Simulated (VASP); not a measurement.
Data:

```
CELL_PARAMETERS angstrom
      2.92404     0.00000     0.00000
     -1.46202     2.53229     0.00000
      0.00000     0.00000    16.35107
ATOMIC_POSITIONS crystal
  N  0.00000 0.00000 0.50000
  Ta 0.33333 0.66667 0.57189
  Ta 0.66667 0.33333 0.42811
```

The numbers are results of LDA (Ceperley-Alder, Perdew-Zunger), VASP's LDA PAW potentials (set 64) (plane waves; VASP), not measurements. Settings: 400 eV cut-off, 13×13×1 Γ-centred mesh, first-order Methfessel-Paxton smearing of 0.20 eV, potentials N Ta_pv.

At this cut-off the stress carries a Pulay error, which pulls relaxed volumes low. The cell holds a wide vacuum, so values per volume refer to the whole cell.

### Question
The ions are relaxed. Give the cell that the relaxation ends in.

### Answer

```
CELL_PARAMETERS angstrom
      2.92404     0.00000     0.00000
     -1.46202     2.53229     0.00000
      0.00000     0.00000    16.35107
ATOMIC_POSITIONS crystal
  N  0.00000 0.00000 0.50000
  Ta 0.33333 0.66667 0.58045
  Ta 0.66667 0.33333 0.41955
```

### Question
How much energy does the relaxation gain?

### Answer
The energy (σ→0) changes by -47.0 meV/atom, in 14 ionic steps.

```
step  E(σ→0) (eV)  max force (eV/Å)  pressure (GPa)  volume (Å³)
----  -----------  ----------------  --------------  -----------
1        -33.9929             1.366            7.83       121.07
2        -34.1061             0.430            3.58       121.07
3        -34.1313             0.116            0.32       121.07
4        -34.1338             0.010           -0.84       121.07
5        -34.1338             0.011           -0.69       121.07
6        -34.1338             0.011           -0.69       121.07
7        -34.1338             0.010           -0.69       121.07
8        -34.1338             0.010           -0.69       121.07
9        -34.1338             0.010           -0.69       121.07
10       -34.1338             0.010           -0.69       121.07
11       -34.1338             0.010           -0.69       121.07
12       -34.1338             0.010           -0.69       121.07
13       -34.1338             0.010           -0.69       121.07
14       -34.1338             0.010           -0.69       121.07
```

The cell is a sheet with vacuum, built from a generated structure.
